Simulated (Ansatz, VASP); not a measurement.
# CoO (zincblende prototype): VASP beside Ansatz, part 2 of 3

One calculation is typed for both programs; each brings its own data sets. How far apart do they land? The cell is invented: As first built, before any earlier steps moved the atoms (in the runner's words): zincblende prototype, lattice guessed from radii. It may not be a known or stable phase. The cell is taken from a series of runs on this material, whose earlier steps may have relaxed, scaled, displaced or heated it; both programs get it as it stands.

VASP 6.6.1 and Ansatz 0.2.0.

So far: Set-up; Ansatz: single point, LDA, DFT+U, pair 1.

### 3. VASP: single point, LDA, DFT+U, pair 1

Level of this step: LDA, DFT+U (Co d 0.88 eV), spin-polarised from a ferrimagnetic start; plane waves and PAW (Co, O); invented cell (VASP).

The same cell, functional (in two slightly different forms), mesh and smearing now go to VASP, with its own data sets.

Lines of VASP's logs that name or quote its potential files are left out, and so is its time.

Contents of INCAR:

```
SYSTEM = CoO
PREC = Accurate
ENCUT = 520
EDIFF = 1E-06
NELM = 200
ISMEAR = -1
SIGMA = 0.05
LREAL = .FALSE.
ALGO = Normal
GGA = PW92
NBANDS = 33
ISPIN = 2
MAGMOM = 2.24 2.19 -2.15 0.3 0.17 -0.15
LDAU = .TRUE.
LDAUTYPE = 2
LDAUL = 2 -1
LDAUU = 0.88 0
LDAUJ = 0 0
LDAUPRINT = 1
LASPH = .TRUE.
LMAXMIX = 4
LORBIT = 11
LWAVE = .FALSE.
LCHARG = .FALSE.
ISIF = 2
GGA_COMPAT = .FALSE.
KPAR = 2
```

Contents of POSCAR:

```
CoO
1.0
    0.0000000000      2.2851447630      2.2851447630
   -2.2851447630      0.0000000000     -2.2851447630
   -4.5702895260     -4.5702895260      4.5702895260
Co O
3 3
Direct
    1.0000000000      0.0000000000      0.0000000000
    0.3333333333      0.6666666667      0.6666666667
    0.6666666667      0.3333333333      0.3333333333
    0.3333333333      0.6666666667      0.9166666667
    0.6666666667      0.3333333333      0.5833333333
    1.0000000000      0.0000000000      0.2500000000
```

Contents of KPOINTS:

```
Automatic mesh
0
Gamma
10 10 4
0 0 0
```

Potentials, in the order of the species: Co and O (LDA family, release 64).

Run with:

```sh
> mpirun -np 2 vasp_std
```

Numbers of over 12 decimals in the logs are rounded to 6 here.

Log:

```text
[banner, memory and clock lines left out]
running    2 mpi-ranks, on    1 nodes
 distrk:  each k-point on    1 cores,    2 groups
 distr:  one band on    1 cores,    1 groups

 POSCAR found type information on POSCAR CoO
 POSCAR found :  2 types and       6 ions
|                                                                             |
|               ----> ADVICE to this user running VASP <----                  |
|                                                                             |
|     You enforced a specific xc type in the INCAR file but a different       |
|     [... a line on the potential file left out ...]
|     I HOPE YOU KNOW WHAT YOU ARE DOING!                                     |
|                                                                             |

 LDA part: xc-table for (Slater(with rela. corr.)+PW92), standard interpolation
 POSCAR, INCAR and KPOINTS ok, starting setup
 FFT: planning ... GRIDC
 FFT: planning ... GRID_SOFT
 FFT: planning ... GRID
 WAVECAR not read
 entering main loop
       N       E                     dE             d eps       ncg     rms          rms(c)
DAV:   1     0.422407455421E+03    0.42241E+03   -0.20152E+04  6608   0.158E+03
DAV:   2     0.981910935453E+01   -0.41259E+03   -0.37812E+03  6869   0.375E+02
DAV:   3    -0.486581409732E+02   -0.58477E+02   -0.55372E+02  7698   0.160E+02
DAV:   4    -0.508472668142E+02   -0.21891E+01   -0.21727E+01  7634   0.336E+01
DAV:   5    -0.509125502827E+02   -0.65283E-01   -0.65236E-01  9045   0.530E+00    0.289E+01
DAV:   6    -0.502088530971E+02    0.70370E+00   -0.83137E+01  9528   0.121E+02    0.423E+01
DAV:   7    -0.446490367394E+02    0.55598E+01   -0.33209E+01  8418   0.106E+02    0.316E+01
DAV:   8    -0.445157379621E+02    0.13330E+00   -0.31705E+01  9743   0.617E+01    0.271E+01
DAV:   9    -0.430105544112E+02    0.15052E+01   -0.91282E+00  9857   0.354E+01    0.135E+01
DAV:  10    -0.451675504285E+02   -0.21570E+01   -0.24250E+01  9317   0.482E+01    0.299E+01
DAV:  11    -0.430390174078E+02    0.21285E+01   -0.13973E+01  8749   0.348E+01    0.588E+00
DAV:  12    -0.430992334060E+02   -0.60216E-01   -0.53778E-01  9930   0.855E+00    0.243E+00
DAV:  13    -0.431232417458E+02   -0.24008E-01   -0.76810E-02  9876   0.248E+00    0.160E+00
DAV:  14    -0.431369390448E+02   -0.13697E-01   -0.15794E-02 10274   0.137E+00    0.111E+00
DAV:  15    -0.431374156334E+02   -0.47659E-03   -0.12122E-02 10362   0.176E+00    0.416E-01
DAV:  16    -0.431377058325E+02   -0.29020E-03   -0.40272E-03 10044   0.607E-01    0.215E-01
DAV:  17    -0.431377377190E+02   -0.31887E-04   -0.82609E-04  9785   0.320E-01    0.115E-01
DAV:  18    -0.431377058433E+02    0.31876E-04   -0.90278E-05  9869   0.111E-01    0.795E-02
DAV:  19    -0.431376877741E+02    0.18069E-04   -0.43634E-05 10607   0.826E-02    0.496E-02
DAV:  20    -0.431376832859E+02    0.44882E-05   -0.25270E-05 10309   0.686E-02    0.236E-02
DAV:  21    -0.431376805638E+02    0.27221E-05   -0.83206E-06  8641   0.368E-02    0.113E-02
DAV:  22    -0.431376808195E+02   -0.25567E-06   -0.24410E-06  4420   0.171E-02
   1 F= -.43137681E+02 E0= -.43120571E+02  d E =-.342202E-01  mag=     2.8506
```

From OUTCAR (step 3):

```text
ion  position               nearest neighbor table
   1  0.000  0.000  0.000-   4 1.98   4 1.98   6 1.98   4 1.98
   2  0.333  0.667  0.667-   5 1.98   4 1.98   5 1.98   5 1.98
   3  0.667  0.333  0.333-   6 1.98   5 1.98   6 1.98   6 1.98
   4  0.333  0.667  0.917-   1 1.98   1 1.98   2 1.98   1 1.98
   5  0.667  0.333  0.583-   2 1.98   3 1.98   2 1.98   2 1.98
   6  0.000  0.000  0.250-   3 1.98   1 1.98   3 1.98   3 1.98

  LATTYP: Found a hexagonal cell.
 ALAT       =     3.2316827158
 C/A-ratio  =     2.4494897428

 Subroutine GETGRP returns: Found  6 space group operations
 (whereof  6 operations were pure point group operations)

The static configuration has the point symmetry C_3v.

 Found     50 irreducible k-points:

   k-points           NKPTS =     50   k-points in BZ     NKDIM =     50   number of bands    NBANDS=     33

   dimension x,y,z NGX =    24 NGY =   24 NGZ =   60
   dimension x,y,z NGXF=    48 NGYF=   48 NGZF=  120

   ENCUT  =  520.0 eV  38.22 Ry    6.18 a.u.   6.01  6.01 14.72*2*pi/ulx,y,z

   NELECT =      45.0000    total number of electrons

 k-points in reciprocal lattice and weights: Automatic mesh
   0.00000000  0.00000000  0.00000000       0.003
   0.10000000  0.00000000  0.00000000       0.015
   0.20000000  0.00000000  0.00000000       0.015
   0.30000000  0.00000000  0.00000000       0.015
   0.40000000  0.00000000  0.00000000       0.015
   0.50000000  0.00000000  0.00000000       0.007
   0.10000000  0.10000000  0.00000000       0.015
   0.20000000  0.10000000  0.00000000       0.030
   0.30000000  0.10000000 -0.00000000       0.030
[...]
0.40000000  0.20000000  0.50000000       0.015
   0.30000000  0.30000000  0.50000000       0.015

atom =   1  type =  1  l = 2

 onsite density matrix

spin component  1

  0.9592  0.0002  0.0046  0.0002  0.0000
  0.0002  0.9592  0.0023 -0.0002 -0.0040
  0.0046  0.0023  0.9527  0.0023 -0.0000
  0.0002 -0.0002  0.0023  0.9592  0.0040
  0.0000 -0.0040 -0.0000  0.0040  0.9527

spin component  2

  0.2600  0.0003  0.0183  0.0003  0.0000
  0.0003  0.2600  0.0092 -0.0003 -0.0159
  0.0183  0.0092  0.8307  0.0092  0.0000
  0.0003 -0.0003  0.0092  0.2600  0.0159
  0.0000 -0.0159  0.0000  0.0159  0.8307

 occupancies and eigenvectors

  o =  0.2594  v =  0.0000  0.0000  0.0000  0.0000  0.0000 -0.3415  0.4709  0.0164 -0.8124  0.0356      0.0000  0.0000  0.0000  0.0000  0.0000  0.0000  0.0000  0.0000  0.0000  0.0000
  o =  0.2594  v =  0.0000  0.0000  0.0000  0.0000  0.0000 -0.7409 -0.6662  0.0356 -0.0747 -0.0164      0.0000  0.0000  0.0000  0.0000  0.0000  0.0000  0.0000  0.0000  0.0000  0.0000
  o =  0.2594  v =  0.0000  0.0000  0.0000  0.0000  0.0000  0.5774 -0.5774 -0.0000 -0.5774 -0.0000      0.0000  0.0000  0.0000  0.0000  0.0000  0.0000  0.0000  0.0000  0.0000  0.0000
  o =  0.8315  v =  0.0000  0.0000  0.0000  0.0000  0.0000 -0.0320 -0.0173 -0.9981 -0.0147  0.0480      0.0000  0.0000  0.0000  0.0000  0.0000  0.0000  0.0000  0.0000  0.0000  0.0000
[...]
o =  0.2503  v = -0.8141 -0.3579  0.0302 -0.4562  0.0021  0.0000  0.0000  0.0000  0.0000  0.0000      0.0000  0.0000  0.0000  0.0000  0.0000  0.0000  0.0000  0.0000  0.0000  0.0000
  o =  0.2511  v =  0.5774 -0.5774 -0.0000 -0.5774 -0.0000  0.0000  0.0000  0.0000  0.0000  0.0000      0.0000  0.0000  0.0000  0.0000  0.0000  0.0000  0.0000  0.0000  0.0000  0.0000
  o =  0.8704  v =  0.0000 -0.0214 -0.0000  0.0214  0.9995  0.0000  0.0000  0.0000  0.0000  0.0000      0.0000  0.0000  0.0000  0.0000  0.0000  0.0000  0.0000  0.0000  0.0000  0.0000
  o =  0.8704  v = -0.0247 -0.0123 -0.9995 -0.0123 -0.0000  0.0000  0.0000  0.0000  0.0000  0.0000      0.0000  0.0000  0.0000  0.0000  0.0000  0.0000  0.0000  0.0000  0.0000  0.0000
  o =  0.9271  v =  0.0000  0.0000  0.0000  0.0000  0.0000  0.5774 -0.5774 -0.0000 -0.5774 -0.0000      0.0000  0.0000  0.0000  0.0000  0.0000  0.0000  0.0000  0.0000  0.0000  0.0000
  o =  0.9469  v =  0.0000  0.0000  0.0000  0.0000  0.0000 -0.2755 -0.1378  0.9413 -0.1378 -0.0000      0.0000  0.0000  0.0000  0.0000  0.0000  0.0000  0.0000  0.0000  0.0000  0.0000
  o =  0.9469  v =  0.0000  0.0000  0.0000  0.0000  0.0000  0.0000 -0.2386 -0.0000  0.2386 -0.9413      0.0000  0.0000  0.0000  0.0000  0.0000  0.0000  0.0000  0.0000  0.0000  0.0000
  o =  0.9579  v =  0.0000  0.0000  0.0000  0.0000  0.0000  0.7686  0.3843  0.3374  0.3843 -0.0000      0.0000  0.0000  0.0000  0.0000  0.0000  0.0000  0.0000  0.0000  0.0000  0.0000
  o =  0.9579  v =  0.0000  0.0000  0.0000  0.0000  0.0000  0.0000 -0.6656 -0.0000  0.6656  0.3374      0.0000  0.0000  0.0000  0.0000  0.0000  0.0000  0.0000  0.0000  0.0000  0.0000

 average (electrostatic) potential at core
       1 -83.1915       2 -83.1968       3 -83.3230       4 -71.6877       5 -71.9607
       6 -71.8877

 E-fermi :   5.1439

 spin component 1
 k-point     1 :       0.0000    0.0000    0.0000
  band No.  band energies     occupation
    ...
     18       4.1237      1.00000
     19       4.1237      1.00000
     20       4.2656      1.00000
     21       4.9411      0.98298
     22       4.9411      0.98297
     23       5.1646      0.39826
     24       5.1646      0.39819
     25       5.4207      0.00393
     26       6.6360      0.00000
     27       7.1926      0.00000
    ...

 k-point     2 :       0.1000    0.0000    0.0000
  band No.  band energies     occupation
    ...
     20       4.2637      1.00000
     21       4.6860      0.99989
     22       4.8387      0.99777
     23       4.9570      0.97678
     24       5.1343      0.54818
     25       5.8977      0.00000
     26       6.6014      0.00000
     27       7.0429      0.00000
     28       7.1319      0.00000
     29       9.2165      0.00000
    ...

 k-point     3 :       0.2000    0.0000    0.0000
  band No.  band energies     occupation
    ...
     20       4.0525      1.00000
     21       4.3798      1.00000
     22       4.6140      0.99998
     23       4.7471      0.99964
     24       5.0219      0.91991
     25       6.2010      0.00000
     26       6.6553      0.00000
     27       6.9599      0.00000
     28       7.1509      0.00000
     29       9.7157      0.00000
    ...

 k-point     4 :       0.3000    0.0000    0.0000
  band No.  band energies     occupation
    ...
     20       3.8852      1.00000
     21       4.1730      1.00000
     22       4.4054      1.00000
     23       4.6934      0.99988
     24       4.8723      0.99565
     25       5.9150      0.00000
     26       6.3429      0.00000
     27       6.7150      0.00000
     28       8.3479      0.00000
     29      10.1291      0.00000
    ...

 k-point     5 :       0.4000    0.0000    0.0000
  band No.  band energies     occupation
    ...
     20       3.6424      1.00000
     21       3.9623      1.00000
     22       4.2420      1.00000
     23       4.8009      0.99895
     24       4.8178      0.99853
     25       5.5788      0.00017
     26       6.0365      0.00000
     27       6.4797      0.00000
     28       9.7071      0.00000
     29      10.4100      0.00000
    ...

 k-point     6 :       0.5000    0.0000    0.0000
  band No.  band energies     occupation
    ...
     20       3.5213      1.00000
     21       3.8772      1.00000
     22       4.1579      1.00000
     23       4.7999      0.99897
     24       4.9871      0.95840
     25       5.3322      0.02261
     26       5.9173      0.00000
     27       6.3768      0.00000
     28      10.4668      0.00000
     29      11.0920      0.00000
    ...

  Total       -8.3645491     -8.3645491     -8.3645491     -0.4966983      0.4966983      0.4966983
  in kB     -187.1805479   -187.1805479   -187.1805479    -11.1150359     11.1150359     11.1150359
  external PRESSURE =    -187.1805479 kB  Pullay stress =       0.0000000 kB

  energy-cutoff  :      520.00
  volume of cell :       71.60
      direct lattice vectors                 reciprocal lattice vectors
     0.000000000  2.285144763  2.285144763    -0.145869679  0.291739358  0.145869679
    -2.285144763  0.000000000 -2.285144763    -0.291739358  0.145869679 -0.145869679
    -4.570289526 -4.570289526  4.570289526    -0.072934840 -0.072934840  0.072934840

 POSITION                                       TOTAL-FORCE (eV/Angst)
 -----------------------------------------------------------------------------------
      0.00000      0.00000      0.00000        -0.065726     -0.065726      0.065726
     -4.57029     -2.28514      2.28514         0.027658      0.027658     -0.027658
     -2.28514      0.00000      2.28514        -0.277725     -0.277725      0.277725
     -5.71286     -3.42772      3.42772         0.053386      0.053386     -0.053386
     -3.42772     -1.14257      3.42772         0.139699      0.139699     -0.139699
     -1.14257     -1.14257      1.14257         0.122708      0.122708     -0.122708
 -----------------------------------------------------------------------------------
    total drift:                                0.000211      0.000211     -0.000210

  FREE ENERGIE OF THE ION-ELECTRON SYSTEM (eV)
  ---------------------------------------------------
  free  energy   TOTEN  =       -43.1376808195 eV

  energy  without entropy=      -43.1034606183  energy(sigma->0) =      -43.12057072

 total charge
# of ion       s       p       d       tot
------------------------------------------
    1        0.340   0.417   7.199   7.955
    2        0.334   0.417   7.208   7.959
    3        0.340   0.414   7.203   7.957
    4        1.536   3.401   0.000   4.938
    5        1.541   3.389   0.000   4.929
    6        1.540   3.396   0.000   4.936
--------------------------------------------------
tot          5.630  11.434  21.610  38.674

 magnetization (x)
# of ion       s       p       d       tot
------------------------------------------
    1        0.011   0.047   2.342   2.400
    2        0.013   0.043   2.297   2.353
    3       -0.008  -0.043  -2.246  -2.297
    4        0.018   0.276   0.000   0.294
    5        0.011   0.154   0.000   0.165
    6       -0.009  -0.138   0.000  -0.146
--------------------------------------------------
tot          0.037   0.339   2.393   2.769

[... 6 further parts left out ...]
```

The magnetic state follows from one typed start and may not be the lowest.

### 4. Comparison

Known differences besides the potentials themselves: VASP starts from the moments at which Ansatz ended; U acts on the PAW sphere in VASP and on atomic orbitals in Ansatz, so only states and trends compare; the data sets hold 69 valence electrons in Ansatz (on its default PAW (the set named soft_2) files) and 45 in VASP; the cutoff is 420 eV in Ansatz and 520 eV in VASP; VASP's log shows a relativistic correction to its local exchange, Ansatz's none; site moments are counted in spheres of each program's own size. Total energies have different zeros and are not compared.

Compared:

```csv
quantity,Ansatz,VASP,difference
total moment (μB),2.83,2.85,-0.02
moment on Co1 (μB),2.24,2.40,-0.16
moment on Co2 (μB),2.19,2.35,-0.16
moment on Co3 (μB),-2.15,-2.30,+0.15
moment on O4 (μB),0.30,0.29,+0.01
moment on O5 (μB),0.17,0.17,0.00
moment on O6 (μB),-0.15,-0.15,0.00
```

### 5. Ansatz: single point, LDA, DFT+U, pair 2

A single point gives forces, pressure and levels at one fixed geometry, so differences don't come from the geometry; what else differs is listed under the comparison.

The cell is taken from a series of runs on this material, whose earlier steps may have relaxed, scaled, displaced or heated it; both programs get it as it stands.

Contents of input.yaml:

```yaml
crystal:
  lattice:
    - [0.0, 2.285144763, 2.285144763]
    - [-2.285144763, 0.0, -2.285144763]
    - [-4.570289526, -4.570289526, 4.570289526]
  atoms:
    - { symbol: Co, position: [0.0, 0.0, 0.0], spin: 3.0 }
    - { symbol: Co, position: [0.333333333, 0.666666667, 0.666666667], spin: 3.0 }
    - { symbol: Co, position: [0.666666667, 0.333333333, 0.333333333], spin: 3.0 }
    - { symbol: O, position: [0.333333333, 0.666666667, 0.916666667] }
    - { symbol: O, position: [0.666666667, 0.333333333, 0.583333333] }
    - { symbol: O, position: [0.0, 0.0, 0.25] }
magnetization:
  spin_polarized: true
kpoints:
  mp_grid: { grid: [10, 10, 4] }
hamiltonian:
  xc: lda
  hubbard:
    sites:
      - { species: Co, l: d, u_eff: 1.75 }
      - { site: 0, l: d, u_eff: 1.75, starting_ns: [{ spin: up, occupation_matrix: co1_major }, { spin: down, occupation_matrix: co1_minor }] }
      - { site: 1, l: d, u_eff: 1.75, starting_ns: [{ spin: up, occupation_matrix: co1_major }, { spin: down, occupation_matrix: co1_minor }] }
      - { site: 2, l: d, u_eff: 1.75, starting_ns: [{ spin: up, occupation_matrix: co1_major }, { spin: down, occupation_matrix: co1_minor }] }
    projectors: ortho-atomic
    occupation_matrices:
      co1_major:
        matrix:
          - [0.997, 0.0, 0.0, 0.0, 0.0]
          - [0.0, 0.986, 0.0, 0.0, 0.0]
          - [0.0, 0.0, 0.986, 0.0, 0.0]
          - [0.0, 0.0, 0.0, 0.997, 0.0]
          - [0.0, 0.0, 0.0, 0.0, 0.986]
      co1_minor:
        matrix:
          - [0.93, 0.0, 0.0, 0.0, 0.0]
          - [0.0, 0.212, 0.0, 0.0, 0.0]
          - [0.0, 0.0, 0.212, 0.0, 0.0]
          - [0.0, 0.0, 0.0, 0.93, 0.0]
          - [0.0, 0.0, 0.0, 0.0, 0.212]
scf:
  occupations: { method: fermi_dirac, width: 0.05 }
output:
  eigenvalues: true
```

Run with:

```sh
> ansatz run input.yaml --threads 4 --pin off --max-ram 8192MiB --backend cpu --events-out ev --progress --plain --runs-dir out
```

Log:

```text
[...]
Crystal: 6 atoms, lattice volume = 71.597 Å³
Basis set: ecut = 420 eV, 1395 PW (Γ)
Bands: 47, of which v1, the nominal top of the filled ones, is band 35 counted from 1 (34 counted from 0)
Symmetry: 18 space group operations
[...]
k-points: 50 of 400 (time reversal used)
[...]
Starting moments: Σ|m| = 9 μB on 3 of 6 sites
[...]
k-point 0 ↑: bands = [... 31 lower, 7.4451, 9.2604, 9.2604, 9.2604, 9.2604, 9.8389, 9.8391, 9.8391, ... 8 higher]
  k-point 1 ↑: bands = [... 31 lower, 8.1494, 9.0703, 9.0703, 9.3877, 9.4811, 9.4811, 9.7955, 9.7955, ... 8 higher]
  k-point 2 ↑: bands = [... 31 lower, 8.8261, 8.8261, 8.9925, 8.9925, 9.6710, 9.6710, 9.6710, 9.6710, ... 8 higher]
  k-point 49 ↓: bands = [... 31 lower, 10.0943, 10.0943, 11.2287, 11.3573, 11.3573, 11.4745, 11.6286, 11.6286, ... 8 higher]
Occupation matrices written to <dir>
[key lines of the parts left out:]
SCF converged after 13 iterations
Magnetization: 8.7542 μB (38.8771 up, 30.1229 down)
Free energy (F): -16846.945069 eV
Fermi energy:    9.680375 eV
```

(Part 2 of 3 ends here.)

[Lines on the potential files, build, host, timing and source positions are cut from VASP's logs without a mark.]

[Logs are printed without paths, hosts, clocks, repeated set-up lines and the standing remarks that a program may print on its own settings, such as how far it seeks lower states.]

[Hosts, paths, dates, database ids (printed as entryN), source tags and the programs' standing remarks are cut or masked in the printed files.]
